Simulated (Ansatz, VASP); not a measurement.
## Two plane-wave programs on Sc3Te

INCAR

```
SYSTEM = Sc3Te
  PREC = Accurate
  ENCUT = 520
  EDIFF = 1E-6
  ISMEAR = -1
  SIGMA = 0.05
  LREAL = .FALSE.
  LASPH = .TRUE.
  NELM = 60
  ALGO = Normal
  ISIF = 2
  LWAVE = .FALSE.
  LCHARG = .FALSE.
  GGA = PE
```

File KPOINTS:

```
Automatic mesh
0
G
  5 5 5
  0 0 0
```

File POSCAR:

```
Sc3Te
1.0
    0.0000000000      3.5695000000      3.5695000000
    3.5338050000      0.0000000000      3.5695000000
    3.5338050000      3.5695000000      0.0000000000
Sc Te
3 1
Direct
    0.2500000000      0.2500000000      0.2500000000
    0.7500000000      0.7500000000      0.7500000000
    0.5000000000      0.5000000000      0.5000000000
    0.0000000000      0.0000000000      0.0000000000
```

The input input.yaml:

```yaml
crystal:
  lattice:
    - [0.0, 3.5695, 3.5695]
    - [3.533805, 0.0, 3.5695]
    - [3.533805, 3.5695, 0.0]
  atoms:
    - { symbol: Sc, position: [0.25, 0.25, 0.25] }
    - { symbol: Sc, position: [0.75, 0.75, 0.75] }
    - { symbol: Sc, position: [0.5, 0.5, 0.5] }
    - { symbol: Te, position: [0.0, 0.0, 0.0] }
hamiltonian:
  xc: pbe
  pseudopotentials: { kind: paw }
kpoints:
  mp_grid: { grid: [5, 5, 5] }
scf:
  occupations: { method: fermi_dirac, width: 0.05 }
output:
  forces: true
  stress: true
  eigenvalues: true
  write_density: true
  write_potential: true
  elf: true
  volumetric_format: npy
```

Change from the starting cell: strain = -0.01.

Alike in both runs: task single point; functional PBE; k mesh 5 × 5 × 5; occupations fermi-dirac, width 0.05 eV; no spin polarisation.

|  | VASP | Ansatz |
| --- | --- | --- |
| version | VASP 6.6.1 | Ansatz 0.2.0 |
| potentials or method | VASP PAW PBE potentials, release 64 (Sc_sv, Te) | Ansatz PAW |
| plane-wave cutoff (eV) | 520 | 420 |
| valence electrons in the cell | 39 | 49 |

```tsv
	VASP	Ansatz	Ansatz less VASP
gap on the k mesh at the Fermi level (eV)	none	none	-
pressure (GPa)	0.5	0.4	-0.07
```

A gap of «none» marks a metal or a gap that the smearing closes. The two sets of potentials don't hold the same shells in valence.

Spin-orbit coupling is left out, which matters for the levels of Te.
